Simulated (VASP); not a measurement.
# LaPd2 (I4/mmm) in VASP: equation of state, part 2 of 2

VASP 6.6.1. Earlier steps stand in the parts before.

## 5. Equation of state, PBE, 24.42 Å³/atom (volume scaled by 1.02)

File INCAR:

```
SYSTEM = LaPd2
PREC     = Accurate       ! precision mode
ENCUT    = 520            ! plane-wave cutoff, eV
EDIFF    = 1E-7           ! SCF threshold, eV
ISMEAR   = -1             ! smearing method
SIGMA    = 0.05           ! smearing width, eV
LREAL    = .False.        ! projectors in reciprocal space
LASPH    = .True.         ! aspherical terms in the spheres
NELM     = 100            ! most SCF steps
ALGO     = Normal         ! electronic algorithm
ISIF     = 2              ! what is computed and relaxed
LWAVE    = .False.        ! write WAVECAR
LCHARG   = .False.        ! write CHGCAR
GGA      = PE             ! functional
NBANDS   = 22             ! bands
```

File KPOINTS:

```
regular mesh
0
Gamma
  9 9 9
  0 0 0
```

File POSCAR:

```
LaPd2
1.0
   -2.0171450755      2.0171450755      4.5013459756
    2.0171450755     -2.0171450755      4.5013459756
    2.0171450755      2.0171450755     -4.5013459756
La Pd
1 2
Direct
    0.0000000000      0.0000000000      0.0000000000
    0.2500000000      0.7500000000      0.5000000000
    0.7500000000      0.2500000000      0.5000000000
```

Potentials or basis: VASP PAW PBE potentials, release 64 (La, Pd).

Started as:

```
$ cat potpaw_PBE.64/La/POTCAR potpaw_PBE.64/Pd/POTCAR > POTCAR
$ mpirun -np 1 vasp_std > vasp.out
```

OUTCAR:

```text
SYSTEM = LaPd2
   PREC = Accurate
   ENCUT = 520
   EDIFF = 1E-7
   ISMEAR = -1
   LREAL = .False.
   LASPH = .True.
   NELM = 100
   ISIF = 2
   GGA = PE

 Found     75 irreducible k-points:

 Following reciprocal coordinates:
            Coordinates               Weight
  0.000000  0.000000  0.000000      1.000000
  0.111111 -0.000000  0.000000      8.000000
  0.222222  0.000000  0.000000      8.000000
  0.333333  0.000000  0.000000      8.000000
  0.444444  0.000000  0.000000      8.000000
  0.111111  0.111111  0.000000      8.000000
   k-points           NKPTS =     75   k-points in BZ     NKDIM =     75   number of bands    NBANDS=     22
   number of dos      NEDOS =    301   number of ions     NIONS =      3
   total plane-waves  NPLWV =  64000
   dimension x,y,z NGX =    40 NGY =   40 NGZ =   40
   dimension x,y,z NGXF=    80 NGYF=   80 NGZF=   80
   ions per type =               1   2
   NGX,Y,Z   is equivalent  to a cutoff of  12.48, 12.48, 12.48 a.u.
   NGXF,Y,Z  is equivalent  to a cutoff of  24.96, 24.96, 24.96 a.u.
 SYSTEM =  LaPd2
   PREC   = accura    normal or accurate (medium, high low for compatibility)
   ISTART =      0    job   : 0-new  1-cont  2-samecut
   ICHARG =      2    charge: 1-file 2-atom 10-const
   ISPIN  =      1    spin polarized calculation?
   LNONCOLLINEAR =      F non collinear calculations
   LSORBIT =      F    spin-orbit coupling
   LASPH  =      T    aspherical Exc in radial PAW
   ENCUT  =  520.0 eV  38.22 Ry    6.18 a.u.   9.91  9.91  9.91*2*pi/ulx,y,z
   NELM   =    100;   NELMIN=  2; NELMDL= -5     # of ELM steps
   EDIFF  = 0.1E-06   stopping-criterion for ELM
   LREAL  =      F    real-space projection
   EDIFFG = 0.1E-05   stopping-criterion for IOM
   NSW    =      0    number of steps for IOM
   IBRION =     -1    ionic relax: 0-MD 1-quasi-New 2-CG
   NFREE  =      0    steps in history (QN), initial steepest desc. (CG)
   ISIF   =      2    stress and relaxation
   ISYM   =      2    0-nonsym 1-usesym 2-fastsym
   POTIM  = 0.5000    time-step for ionic-motion
   TEBEG  =    0.0;   TEEND  =   0.0 temperature during run
   PSTRESS=    0.0 pullay stress
   NELECT =      31.0000    total number of electrons
   NUPDOWN=      -1.0000    fix difference up-down
   EMIN   =  10.00;   EMAX   =-10.00  energy-range for DOS
   EFERMI =   0.00;   METHOD = LEGACY
   ISMEAR =    -1;   SIGMA  =   0.05  broadening in eV -4-tet -1-fermi 0-gaus
   EFERMI_NEDOS =   21; number of points for ismear=-14 and -15
   IALGO  =     38    algorithm
   IMIX   =      4    mixing-type and parameters
     AMIX     =   0.40;   BMIX     =  1.00
     AMIX_MAG =   1.60;   BMIX_MAG =  1.00
  volume/ion in A,a.u.               =      24.42       164.80
  Fermi-wavevector in a.u.,A,eV,Ry     =   1.229051  2.322569 20.552497  1.510566
  Thomas-Fermi vector in A             =   2.363953
   LORBIT       =      0    0 simple, 1 ext, 2 COOP (PROOUT), +10 PAW based schemes
   GGA     = PE    functional components
   LHFCALC =     F    Hartree Fock is set to
   AEXX    =    0.0000 exact exchange contribution
   IVDW    =     0    specifies the selected vdW correction
   LEPSILON=     F    determine dielectric tensor
   LRPA    =     F    only Hartree local field effects (RPA)
 non-spin polarized calculation
  energy-cutoff  :      520.00
  volume of cell :       73.26
 maximum number of plane-waves:      1994
   NGX = 19   NGY = 19   NGZ = 19

 number of electron      31.0000003 magnetization

 Free energy of the ion-electron system (eV)
  ---------------------------------------------------
  ext. energy  EPLUGINS =         0.00000000
  ---------------------------------------------------
  free energy    TOTEN  =       -17.06682780 eV

  energy without entropy =      -17.05300526  energy(sigma->0) =      -17.05991653

 E-fermi :   7.6358     XC(G=0): -10.5545

 val. band max:        7.6051907295   @ k =  -0.3333  -0.3333   0.2222
 cond. band min:       7.6420581047   @ k =  -0.1111   0.1111   0.0000
 fundamental gap:      0.0368673753
 Fermi energy:         7.6358258889

 k-point     1 :       0.0000    0.0000    0.0000
  band No.  band energies     occupation
      1     -25.0402      2.00000
      2      -8.7988      2.00000
      3      -8.7268      2.00000
      4      -8.7268      2.00000
      5       2.5771      2.00000
      6       3.6746      2.00000
[... 14 lines left out ...]
     21       9.7203      0.00000
     22       9.7204      0.00000
[... 102 lines left out ...]
  band No.  band energies     occupation
      1     -25.0323      2.00000
      2      -8.8091      2.00000
      3      -8.7734      2.00000
      4      -8.7645      2.00000
      5       2.9496      2.00000
      6       3.8165      2.00000
[... 14 lines left out ...]
     21       9.7613      0.00000
     22       9.8620      0.00000

 [... further k-points ...]

------------------------ aborting loop because EDIFF is reached ----------------------------------------

  FORCE on cell =-STRESS in cart. coord.  units (eV):
  Direction    XX          YY          ZZ          XY          YZ          ZX
  --------------------------------------------------------------------------------------
  -------------------------------------------------------------------------------------
  Total       -0.8772913     -0.8772913     -0.9507432      0.0000000     -0.0000000      0.0000000
  in kB      -19.1857043    -19.1857043    -20.7920421      0.0000000     -0.0000000      0.0000000
  external PRESSURE =     -19.7211502 kB  Pullay stress =       0.0000000 kB

 VOLUME and BASIS-vectors are now :
 -----------------------------------------------------------------------------
  energy-cutoff  :      520.00
  volume of cell :       73.26
      direct lattice vectors                 reciprocal lattice vectors
    -2.017145076  2.017145076  4.501345976     0.000000000  0.247875082  0.111077887
     2.017145076 -2.017145076  4.501345976     0.247875082  0.000000000  0.111077887
     2.017145076  2.017145076 -4.501345976     0.247875082  0.247875082  0.000000000

 POSITION                                       TOTAL-FORCE (eV/Angst)
 -----------------------------------------------------------------------------------
      0.00000      0.00000      0.00000         0.000000     -0.000000     -0.000000
      2.01715      0.00000      2.25067        -0.000000      0.000000     -0.000000
      0.00000      2.01715      2.25067         0.000000     -0.000000      0.000000
 -----------------------------------------------------------------------------------
    total drift:                                0.000000     -0.000000     -0.000000

  FREE ENERGIE OF THE ION-ELECTRON SYSTEM (eV)
  ---------------------------------------------------
  free  energy   TOTEN  =       -17.0668277981 eV

  energy  without entropy=      -17.0530052634  energy(sigma->0) =      -17.05991653
```

OSZICAR:

```text
N       E                     dE             d eps       ncg     rms          rms(c)
DAV:   1     0.246189960350E+03    0.24619E+03   -0.12487E+04  3428   0.195E+03
DAV:   2     0.259102365928E+02   -0.22028E+03   -0.19557E+03  3938   0.303E+02
DAV:   3    -0.145202126882E+02   -0.40430E+02   -0.36926E+02  4792   0.130E+02
DAV:   4    -0.174056005001E+02   -0.28854E+01   -0.27823E+01  5862   0.353E+01
DAV:   5    -0.175615841950E+02   -0.15598E+00   -0.15520E+00  4990   0.747E+00    0.652E+00
DAV:   6    -0.172776897831E+02    0.28389E+00   -0.45332E+00  5536   0.169E+01    0.288E+00
DAV:   7    -0.170869012860E+02    0.19079E+00   -0.10315E+00  5388   0.781E+00    0.196E+00
DAV:   8    -0.170697340909E+02    0.17167E-01   -0.22454E-01  5212   0.308E+00    0.587E-01
DAV:   9    -0.170638084202E+02    0.59257E-02   -0.40028E-02  5778   0.204E+00    0.277E-01
DAV:  10    -0.170663174768E+02   -0.25091E-02   -0.90520E-03  5100   0.656E-01    0.133E-01
DAV:  11    -0.170667804386E+02   -0.46296E-03   -0.22832E-03  6336   0.324E-01    0.619E-02
DAV:  12    -0.170668331541E+02   -0.52715E-04   -0.26214E-04  5330   0.165E-01    0.176E-02
DAV:  13    -0.170668269383E+02    0.62159E-05   -0.33006E-05  5462   0.703E-02    0.125E-02
DAV:  14    -0.170668276992E+02   -0.76094E-06   -0.64942E-06  5058   0.162E-02    0.264E-03
DAV:  15    -0.170668277981E+02   -0.98851E-07   -0.62840E-07  5288   0.615E-03
   1 F= -.17066828E+02 E0= -.17059917E+02  d E =-.138225E-01
```

Wall time 93 s (1 thread of Intel Xeon 6975P-C (Granite Rapids), shared host); peak memory 0.34 GiB.

Results:

```
Free energy            : -17.0668 eV
Pressure               : -2.0 GPa
Band gap on the k mesh : none (metal or under the smearing width)
```

## 6. Equation of state, PBE, 24.90 Å³/atom (volume scaled by 1.04)

File INCAR:

```
ALGO     = Normal         # electronic algorithm
EDIFF    = 1E-7           # SCF threshold, eV
ENCUT    = 520            # plane-wave cutoff, eV
GGA      = PE             # functional
ISIF     = 2              # what is computed and relaxed
ISMEAR   = -1             # smearing method
LASPH    = T              # aspherical terms in the spheres
LCHARG   = F              # write CHGCAR
LREAL    = F              # projectors in reciprocal space
LWAVE    = F              # write WAVECAR
NBANDS   = 22             # bands
NELM     = 60             # most SCF steps
PREC     = Accurate       # precision mode
SIGMA    = 0.05           # smearing width, eV
```

File KPOINTS:

```
k-points
0
Gamma
  9 9 9
```

File POSCAR:

```
LaPd2
1.0
   -2.0302437872      2.0302437872      4.5305763140
    2.0302437872     -2.0302437872      4.5305763140
    2.0302437872      2.0302437872     -4.5305763140
La Pd
1 2
Direct
    0.0000000000      0.0000000000      0.0000000000
    0.2500000000      0.7500000000      0.5000000000
    0.7500000000      0.2500000000      0.5000000000
```

Potentials or basis: VASP PAW PBE potentials, release 64 (La, Pd).

Started as:

```
$ cat potpaw_PBE.64/La/POTCAR potpaw_PBE.64/Pd/POTCAR > POTCAR
$ mpirun -np 1 vasp_std > vasp.out
```

It took 1.7 min on 1 thread of Intel Xeon 6975P-C (Granite Rapids), shared host; peak memory 0.33 GiB.

Results (log left out):

```
Free energy            : -17.0437 eV
Pressure               : -3.3 GPa
Band gap on the k mesh : none (metal or under the smearing width)
```

## 7. Equation of state, PBE, 25.38 Å³/atom (volume scaled by 1.06)

File INCAR:

```
PREC = Accurate
ENCUT = 520
EDIFF = 1E-7
ISMEAR = -1
SIGMA = 0.05
LREAL = F
LASPH = T
NELM = 100
ALGO = Normal
ISIF = 2
LWAVE = F
LCHARG = F
GGA = PE
NBANDS = 22
```

File KPOINTS:

```
Automatic mesh
0
Gamma
  9 9 9
```

File POSCAR:

```
LaPd2
1.0
   -2.0431756249      2.0431756249      4.5594342660
    2.0431756249     -2.0431756249      4.5594342660
    2.0431756249      2.0431756249     -4.5594342660
La Pd
1 2
Direct
    0.0000000000      0.0000000000      0.0000000000
    0.2500000000      0.7500000000      0.5000000000
    0.7500000000      0.2500000000      0.5000000000
```

Started as:

```
$ cat potpaw_PBE.64/La/POTCAR potpaw_PBE.64/Pd/POTCAR > POTCAR
$ mpirun -np 1 vasp_std > vasp.out
```

Run time: 2 min. Hardware: 1 thread of Intel Xeon 6975P-C (Granite Rapids), shared host; peak memory 0.33 GiB.

The run converged. Its results:

```
Free energy            : -17.0097 eV
Pressure               : -4.4 GPa
Band gap on the k mesh : none (metal or under the smearing width)
```

## 8. Equation of state, PBE

Potentials or basis: VASP PAW PBE potentials, release 64 (La, Pd).

This step only gathers the single runs of the series.

What came out:

* Equilibrium volume: 23.79 Å³/atom
* Bulk modulus at fixed shape and positions: 78 GPa
* Pressure derivative of the bulk modulus: 4.5

Energy against volume, from the lowest point:
```
volume (Å³/atom)  energy (meV/atom)
          22.505              18.61
          22.984               6.93
          23.463               0.92
          23.942               0.00
          24.421               3.62
          24.899              11.32
          25.378              22.66
```

Caveat: the cell was scaled at fixed shape and fractional positions, which overstates the stiffness of a crystal with free parameters, most of all of layers and chains. The run has no spin-orbit coupling, so splittings on La are missing.
